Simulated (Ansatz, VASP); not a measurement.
# Al2Au in two plane-wave programs

Wanted: the spread between two codes on one cell, functional and k mesh.

Method: plane waves, with VASP 6.6.1 beside it; relaxation of cell and atoms at r2SCAN, in Ansatz 0.2.0.

## (1) Starting point

Symmetry: Fm-3m, No. 225, cubic system. Conventional cell: a = 6.000 Å, b = 6.000 Å, c = 6.000 Å, α = 90.00°, β = 90.00°, γ = 90.00°. Nearest to Al lie 4 Au at 2.60 Å. Nearest to Au lie 8 Al at 2.60 Å. Farther neighbours are not listed.

Coordinates:

```cif
data_structure
_symmetry_space_group_name_H-M 'P 1'
_symmetry_Int_Tables_number 1
_cell_length_a 4.2426
_cell_length_b 4.2426
_cell_length_c 4.2426
_cell_angle_alpha 60.000
_cell_angle_beta 60.000
_cell_angle_gamma 60.000
_cell_volume 54.00
loop_
_atom_site_label
_atom_site_type_symbol
_atom_site_fract_x
_atom_site_fract_y
_atom_site_fract_z
_atom_site_occupancy
Al1 Al 0.25000 0.25000 0.25000 1
Al2 Al 0.75000 0.75000 0.75000 1
Au3 Au 0.00000 0.00000 0.00000 1
```

## (2) VASP: relaxation of cell and atoms, r2SCAN

The relaxed volume is the usual yardstick between codes: its relative difference is about their pressure difference at one cell divided by the bulk modulus.

Lines of VASP's logs that name or quote its potential files are left out, and so is its time.

File run.py:

```python
import numpy as np
from ase.calculators.vasp import Vasp
from ase import Atoms

atoms = Atoms(['Al', 'Al', 'Au'],
              cell=[[0.0, 3.0, 3.0], [3.0, 0.0, 3.0], [3.0, 3.0, 0.0]],
              scaled_positions=[[0.25, 0.25, 0.25], [0.75, 0.75, 0.75], [0.0, 0.0, 0.0]],
              pbc=True)

calc = Vasp(
    xc='r2scan',
    pp='PBE',
    prec='Accurate',
    encut=400,
    ediff=1e-06,
    nelm=100,
    ismear=-1,
    sigma=0.05,
    lreal=False,
    algo='Normal',
    lasph=True,
    nbands=14,
    lorbit=11,
    lwave=False,
    lcharg=False,
    kpar=4,
    ibrion=2,
    nsw=60,
    isif=3,
    ediffg=-0.01,
    pp_version='64',
    setups={'Al': '', 'Au': ''},
    kpts=(9, 9, 9),
    gamma=True,
    txt='vasp.out',
)
atoms.calc = calc

print("energy (eV):", round(atoms.get_potential_energy(), 6))
print("Fermi level (eV):", round(calc.get_fermi_level(), 4))
print("forces (eV/A):")
print(np.round(atoms.get_forces(), 4))
print("stress (GPa, Voigt, tension positive):", np.round(atoms.get_stress() * 160.21766, 3))
print("cell (A, degrees):", np.round(atoms.cell.cellpar(), 4))
print("volume (A^3):", round(atoms.get_volume(), 4))
print("positions:")
print(np.round(atoms.get_scaled_positions(), 5))
```

Potentials, in the order of the species: Al and Au (PBE family, release 64).

Run with:

```
export ASE_VASP_COMMAND="mpirun -np 4 vasp_std"
python run.py
```

Numbers of over 12 decimals in the logs are rounded to 6 here.

Output:

```text
energy (eV): -65.53876
Fermi level (eV): 7.6911
forces (eV/A):
[[-0. -0.  0.]
 [ 0.  0. -0.]
 [-0. -0. -0.]]
stress (GPa, Voigt, tension positive): [-0.066 -0.066 -0.066 -0.    -0.    -0.   ]
cell (A, degrees): [ 4.2454  4.2454  4.2454 60.     60.     60.    ]
volume (A^3): 54.1043
positions:
[[0.25 0.25 0.25]
 [0.75 0.75 0.75]
 [0.   0.   0.  ]]
```

ASE turned this into the INCAR:

```
ENCUT = 400.000000
SIGMA = 0.050000
EDIFF = 1.00e-06
EDIFFG = -1.00e-02
ALGO = Normal
METAGGA = R2SCAN
PREC = Accurate
IBRION = 2
ISIF = 3
ISMEAR = -1
KPAR = 4
LORBIT = 11
NBANDS = 14
NELM = 100
NSW = 60
LASPH = .TRUE.
LCHARG = .FALSE.
LWAVE = .FALSE.
LREAL = .FALSE.
```

The KPOINTS that ASE wrote:

```
KPOINTS created by Atomic Simulation Environment
0
Gamma
9 9 9
0 0 0
```

From OUTCAR (step 2):

```text
ion  position               nearest neighbor table
   1  0.250  0.250  0.250-   3 2.60   3 2.60   3 2.60   3 2.60   2 3.00   2 3.00   2 3.00   2 3.00
                             2 3.00   2 3.00
   2  0.750  0.750  0.750-   3 2.60   3 2.60   3 2.60   3 2.60   1 3.00   1 3.00   1 3.00   1 3.00
                             1 3.00   1 3.00
   3  0.000  0.000  0.000-   2 2.60   2 2.60   2 2.60   1 2.60   2 2.60   1 2.60   1 2.60   1 2.60

  LATTYP: Found a face centered cubic cell.
 ALAT       =     6.0000000000

 Subroutine GETGRP returns: Found 48 space group operations
 (whereof 48 operations were pure point group operations)

The static configuration has the point symmetry O_h .

 Found     35 irreducible k-points:

   k-points           NKPTS =     35   k-points in BZ     NKDIM =     35   number of bands    NBANDS=     14

   dimension x,y,z NGX =    28 NGY =   28 NGZ =   28
   dimension x,y,z NGXF=    56 NGYF=   56 NGZF=   56

   ENCUT  =  400.0 eV  29.40 Ry    5.42 a.u.   6.92  6.92  6.92*2*pi/ulx,y,z

   NELECT =      17.0000    total number of electrons

 k-points in reciprocal lattice and weights: KPOINTS created by Atomic Simulation Env
   0.00000000  0.00000000  0.00000000       0.001
   0.11111111  0.00000000  0.00000000       0.011
   0.22222222  0.00000000  0.00000000       0.011
   0.33333333  0.00000000  0.00000000       0.011
   0.44444444  0.00000000  0.00000000       0.011
   0.11111111  0.11111111  0.00000000       0.008
   0.22222222  0.11111111  0.00000000       0.033
   0.33333333  0.11111111  0.00000000       0.033
   0.44444444  0.11111111  0.00000000       0.033
[...]
-0.33333333  0.44444444  0.11111111       0.033
  -0.33333333  0.44444444  0.22222222       0.033

 average (electrostatic) potential at core
       1 -75.9307       2 -75.9307       3 -72.9822

 E-fermi :   7.6911

 k-point     1 :       0.0000    0.0000    0.0000
  band No.  band energies     occupation
    ...
      2       0.7590      2.00000
      3       0.7590      2.00000
      4       0.7590      2.00000
      5       1.7598      2.00000
      6       1.7598      2.00000
      7      10.5763      0.00000
      8      10.7392      0.00000
      9      10.7392      0.00000
     10      10.7392      0.00000
     11      11.8667      0.00000
    ...

 k-point     2 :       0.1111    0.0000    0.0000
  band No.  band energies     occupation
    ...
      2       0.7087      2.00000
      3       0.8022      2.00000
      4       0.8022      2.00000
      5       1.7518      2.00000
      6       1.7518      2.00000
      7       8.6413      0.00000
      8      10.1426      0.00000
      9      10.1426      0.00000
     10      10.7044      0.00000
     11      12.4923      0.00000
    ...

 k-point     3 :       0.2222    0.0000    0.0000
  band No.  band energies     occupation
    ...
      3       0.9010      2.00000
      4       0.9010      2.00000
      5       1.7533      2.00000
      6       1.7533      2.00000
      7       6.1790      2.00000
      8       9.2785      0.00000
      9       9.2785      0.00000
     10      10.9432      0.00000
     11      12.4795      0.00000
     12      12.4795      0.00000
    ...

  Total        0.0222291      0.0222291      0.0222291      0.0000000      0.0000000      0.0000000
  in kB        0.6582668      0.6582668      0.6582668      0.0000000      0.0000000      0.0000000
  external PRESSURE =       0.6582668 kB  Pullay stress =       0.0000000 kB

  energy-cutoff  :      400.00
  volume of cell :       54.10
      direct lattice vectors                 reciprocal lattice vectors
     0.000000000  3.001929399  3.001929399    -0.166559547  0.166559547  0.166559547
     3.001929399  0.000000000  3.001929399     0.166559547 -0.166559547  0.166559547
     3.001929399  3.001929399  0.000000000     0.166559547  0.166559547 -0.166559547

 POSITION                                       TOTAL-FORCE (eV/Angst)
 -----------------------------------------------------------------------------------
      1.50096      1.50096      1.50096        -0.000000     -0.000000      0.000000
      4.50289      4.50289      4.50289         0.000000      0.000000     -0.000000
      0.00000      0.00000      0.00000        -0.000000     -0.000000     -0.000000
 -----------------------------------------------------------------------------------
    total drift:                               -0.000000     -0.000000      0.000000

  FREE ENERGIE OF THE ION-ELECTRON SYSTEM (eV)
  ---------------------------------------------------
  free  energy   TOTEN  =       -65.5440154934 eV

  energy  without entropy=      -65.5335051984  energy(sigma->0) =      -65.53876035

 reached required accuracy - stopping structural energy minimisation

 total charge
# of ion       s       p       d       tot
------------------------------------------
    1        0.389   0.370   0.000   0.760
    2        0.389   0.370   0.000   0.760
    3        0.760   0.729   8.531  10.020
--------------------------------------------------
tot          1.539   1.470   8.531  11.539

[... 3 further parts left out ...]
```

CONTCAR:

```
Al Au
   1.00000000000000
     0.0000000000000000    3.0019293989109790    3.0019293989109790
     3.0019293989109790    0.0000000000000000    3.0019293989109790
     3.0019293989109790    3.0019293989109790    0.0000000000000000
  Al              Au
     2     1
Direct
     0.2500000000000000    0.2500000000000000    0.2500000000000000
     0.7500000000000000    0.7500000000000000    0.7500000000000000
     0.0000000000000000    0.0000000000000000    0.0000000000000000
```

This run has no spin polarisation. Its electron count is odd, so without a moment it is a metal by construction.

## (3) Ansatz: relaxation of cell and atoms, r2SCAN

Ansatz runs on its default PAW (the set named soft_2) files.

The same cell, functional, mesh and smearing now go to Ansatz, which takes its cutoff from its data sets.

File input.yaml:

```yaml
crystal:
  lattice:
    - [0.0, 3.0, 3.0]
    - [3.0, 0.0, 3.0]
    - [3.0, 3.0, 0.0]
  atoms:
    - { symbol: Al, position: [0.25, 0.25, 0.25] }
    - { symbol: Al, position: [0.75, 0.75, 0.75] }
    - { symbol: Au, position: [0.0, 0.0, 0.0] }
hamiltonian:
  xc: r2scan
  pseudopotentials: { kind: paw }
kpoints:
  mp_grid: { grid: [9, 9, 9] }
scf:
  occupations: { method: fermi_dirac, width: 0.05 }
relax:
  f_tol: 0.01
  max_steps: 60
  cell: { stress_tol: 0.05 }
output:
  forces: true
  stress: true
```

Run with:

```
ansatz run input.yaml --threads 4 --pin off --max-ram 9216MiB --backend cpu --events-out ev --progress --plain --runs-dir out
```

Output:

```text
Engine: ansatz 0.2.0, aarch64-unknown-linux-gnu
Pseudopotentials: kind: paw
Pseudopotential: Al, paw, valence charge 3, recommended cutoff 500 eV (meta_gga), Al.paw.azcp
Pseudopotential: Au, paw, valence charge 19, recommended cutoff 500 eV (meta_gga), Au.paw.azcp
Functional definition: r2SCAN
  parameter k0 = 0.174
  parameter k1 = 0.065
  parameter a1 = 4.9479
  exchange = r2scan_x(k0 = k0, k1 = k1, a1 = a1)
  correlation = r2scan_c
Crystal: 3 atoms, lattice volume = 54.000 Å³
Basis set: ecut = 500 eV, 1363 PW (Γ), exchange–correlation on 128×128×128 points (64 copies of the dense FFT grid, shifted against one another)
Bands: 17, of which v1, the nominal top of the filled ones, is band 13 counted from 1 (12 counted from 0)
Symmetry: 48 space group operations
Space group: Fm-3m (ITA 225), of the structure as read, at distance tolerance 3.8e-5 Å
k-points: 35 of 729
Non-local potential: Al, projectors of the file, l = 0: 2, l = 1: 2, l = 2: 1
Non-local potential: Au, projectors of the file, l = 0: 3, l = 1: 2, l = 2: 2, l = 3: 1
PAW form: soft (Blöchl's): semilocal exchange-correlation on the pseudo side does not see the compensation charge
PAW frozen core: Al, regenerated for the run's functional (the file was generated under x = pbe(κ = 0.804, μ = 0.219515), c = pbe(β = 0.066725))
PAW frozen core: Au, regenerated for the run's functional (the file was generated under x = pbe(κ = 0.804, μ = 0.219515), c = pbe(β = 0.066725))
PAW one-centre angular grid: Al, 302 points (default); XC on 160 Gauss nodes
PAW one-centre angular grid: Au, 590 points (default); XC on 160 Gauss nodes
Initial density: superposition of atomic densities (neutral atoms: chi_scale 0, normalization atom), corrected by the library's trained network
Initial wavefunctions: pseudopotential atomic-orbital guess
Functional: x = r2scan, c = r2scan; τ floored in thin density (d = 2e-4 eV/Å³)
SCF iter   1: F=—  HF=-14245.751178 eV  |F-HF|=—  |Δ(HF+E_count)|=         —  Δρ=8.61e-3  dr2=6.46e-2  dr2_τ=3.78e-2  ethr=1.77e-3  ⟨swp⟩=5.9  Hψ=3174  notcnv=0
preconditioner: auto → Kerker (q_TF=auto, 2.400 Å⁻¹)  [metal: Δε(μ)=0.099 eV  Ē_g=10.196 eV  σ=0.050 eV  W_gap=0.46  n_scr=14 (ndim 8)  ℏωp=20.8 eV  f_vac=0.007  D(μ)=1.33/eV (n_scr^D=14)]
SCF iter   2: F=—  HF=-14245.779673 eV  |F-HF|=—  |Δ(HF+E_count)|=   2.85e-2  Δρ=2.77e-3  dr2=7.11e-3  dr2_τ=1.55e-3  ethr=2.59e-4  ⟨swp⟩=2.6  Hψ=1274  notcnv=0  defer=10
SCF iter   3: F=—  HF=-14245.778844 eV  |F-HF|=—  |Δ(HF+E_count)|=   8.29e-4  Δρ=1.55e-3  dr2=1.52e-3  dr2_τ=5.47e-5  ethr=2.85e-5  ⟨swp⟩=2.1  Hψ=870  notcnv=0  defer=10
SCF iter   4: F=—  HF=-14245.778658 eV  |F-HF|=—  |Δ(HF+E_count)|=   1.86e-4  Δρ=3.37e-4  dr2=6.68e-5  dr2_τ=1.84e-6  ethr=6.09e-6  ⟨swp⟩=2.3  Hψ=983  notcnv=0  defer=10
SCF iter   5: F=—  HF=-14245.778664 eV  |F-HF|=—  |Δ(HF+E_count)|=   5.31e-6  Δρ=7.89e-5  dr2=1.95e-6  dr2_τ=3.45e-8  ethr=2.67e-7  ⟨swp⟩=2.1  Hψ=887  notcnv=0  defer=10
SCF iter   6: F=-14245.778664 eV  HF=-14245.778664 eV  |F-HF|=1.10e-8  |Δ(HF+E_count)|=   2.93e-8  Δρ=1.11e-5  dr2=4.27e-8  dr2_τ=1.68e-9  ethr=4.00e-10  ⟨swp⟩=3.3  Hψ=2565  notcnv=0
SCF 1 converged in 6 iterations: F = -14245.778664 eV  dr2 = 4.27e-8
  greatest PAW one-centre occupation: 1.003 electrons in one spin orbital (limit 2), on the Au atom at site 2 (counted from 0), in its partial waves of l = 0
relax step   1: F+E_penalty+E_count = -14245.77866377 eV  Δ(F+E_penalty+E_count) = +0.000e0 eV  max|allowed force component| = 6.168e-18 eV/Å  Δτ_max = 0.0000 Å  P = +0.630 GPa  Ω = 54.000 Å³  (6 SCF iters, dr2 threshold 1.00e-7 eV, accepted)
[...]
relax step   2: F+E_penalty+E_count = -14245.77906368 eV  Δ(F+E_penalty+E_count) = -3.999e-4 eV  max|allowed force component| = 8.943e-17 eV/Å  Δτ_max = 0.0000 Å  P = -0.236 GPa  Ω = 54.393 Å³  energy of the carried Pulay correction = -7.576e-5 eV  (5 SCF iters, dr2 threshold 3.00e-7 eV, accepted)
[...]
relax step   3: F+E_penalty+E_count = -14245.77916462 eV  Δ(F+E_penalty+E_count) = -1.009e-4 eV  max|allowed force component| = 6.476e-17 eV/Å  Δτ_max = 0.0000 Å  P = -0.002 GPa  Ω = 54.285 Å³  energy of the carried Pulay correction = -5.504e-5 eV  (4 SCF iters, dr2 threshold 1.40e-7 eV, accepted)
[...]
relax step   4: F+E_penalty+E_count = -14245.77921886 eV  Δ(F+E_penalty+E_count) = -5.424e-5 eV  max|allowed force component| = 3.893e-17 eV/Å  Δτ_max = 0.0000 Å  P = -0.002 GPa  Ω = 54.285 Å³  stress off target by 1.61e-3 GPa  SCF on the basis re-selected at this cell (its energy is not comparable with the rows above)  (7 SCF iters)
basis re-selected at this cell: Δ(F+E_penalty+E_count) = -5.424e-5 eV, ΔP = +0.000 GPa vs the last step (what re-selecting the basis moved, of the pressure what is left beyond the Pulay correction that the steps carried, after the strain that the cell walked since its last selection, with what the two solves' SCF thresholds leave and, on support functions, any second-order correction that the steps lacked; it is no m [...]
SCF converged after 7 iterations
Free energy (F): -14245.779219 eV
Harris-Foulkes:  -14245.779219 eV  (|F-HF|=0.00e0)
Internal energy: -14245.768658 eV  (E = F + TS)
E sigma→0 (E₀):  -14245.773939 eV
Entropy (-TS):   -0.010560 eV (-3.520 meV/atom)
Fermi energy:    11.111942 eV
--- Per-component energies (eV) ---
  E_band       = -396.870793
  E_kinetic    = 650.398089
  E_local      = -2975.568919  (includes V_loc(G=0)·N_el)
  E_nonlocal   = 87.958137
  E_hartree    = 1283.081264
  E_xc         = -293.782481
  E_vxc        = -373.598994  (∫ρ·V_xc dr)
  E_paw        = -10673.556868  (= ΣΔE_a)
  E_vpaw       = -376.675584  (= ΣTr[D̂ρ^β])
  E_aug_tail   = 0.000714  (compensation charges beyond the density's cutoff)
  E_vtau       = 24.453262  (kinetic-family band-sum trace: ∫τ·v_τ [+ j·A + Jᵃ·Aᵃ] dr)
  E_ewald      = -2324.002054
  E_core_change = -0.296540  (= ΣΔE_core)
  E_smearing   = -0.010560  (= −TS)
  E_closure    = 0.000000  (closes the sum)
  Σ components = -14245.779219   (vs F -14245.779219, Δ=0.00e0)
--- Forces (eV/Å), atoms counted from 1 ---
  atom   1  Al    -0.00000000    -0.00000000    -0.00000000
  atom   2  Al     0.00000000     0.00000000     0.00000000
  atom   3  Au    -0.00000000     0.00000000    -0.00000000
  max |Σ_I F_I| component: 3.70e-17 eV/Å
--- Stress (GPa, compression-positive) ---
       -0.001610       0.000000       0.000000
        0.000000      -0.001610       0.000000
        0.000000       0.000000      -0.001610
  P = ⅓ Tr σ = -0.0016 GPa (-0.016 kbar)
--- Relaxed structure (3 steps of the walk, 3 accepted, 1 SCFs on fresh bases) ---
  F+E_penalty+E_count = -14245.77921886 eV   max|allowed force component| = 3.893e-17 eV/Å   (the final SCF, on the basis selected at the relaxed cell)
  cell:  # Å, volume = 54.2852 Å³
    - [0, 3.005272, 3.005272]
    - [3.005272, 0, 3.005272]
    - [3.005272, 3.005272, 0]
  atoms:
    - { symbol: Al, position: [0.25, 0.25, 0.25] }
    - { symbol: Al, position: [0.750000, 0.750000, 0.750000] }
    - { symbol: Au, position: [0, 0, 0] }
```

Run time: 4.9 s. Hardware: 4 threads of Arm Neoverse V1, shared host; peak memory 0.5 GiB.

## (4) Comparison

Known differences besides the potentials themselves: VASP keeps PBE cores, Ansatz makes them for the functional; both relaxations stop at a tolerance, which leaves soft axes loose, and VASP keeps its plane-wave basis; the data sets hold 25 valence electrons in Ansatz (default PAW (the set named soft_2) files) and 17 in VASP; the cutoff is 500 eV in Ansatz and 400 eV in VASP; Ansatz adds a Pulay correction to the stress that steers its cell, VASP none. Total energies have different zeros and are not compared.

Both answers:

```
                                         quantity  Ansatz   VASP  difference
                                      volume (Å³)   54.29  54.10     +0.33 %
edge a after relaxation, in the typed setting (Å)   4.250  4.245     +0.11 %
```

The walks stopped with 0.00 GPa left in Ansatz and 0.07 GPa in VASP; each walk ends within a tolerance, so the volume difference is uncertain by about these residues over the bulk modulus, most in soft cells.

## (5) What came out

* difference in volume (relaxation of cell and atoms, r2SCAN): 0.33 %

**Reading.** The difference in volume is 0.33 % (relaxation of cell and atoms, r2SCAN), within the 1.2 % picked in this series as the mark of a large difference, as far as the stopping tolerances let one tell. Such differences can come from data sets, numerical settings and the points named under the comparisons, not from the functional's error against experiment.

[Lines on the potential files, build, host, timing and source positions are cut from VASP's logs without a mark.]

[Logs are printed without paths, hosts, clocks, repeated set-up lines and the standing remarks that a program may print on its own settings, such as how far it seeks lower states.]

[Hosts, paths, dates, database ids (printed as entryN), source tags and the programs' standing remarks are cut or masked in the printed files.]
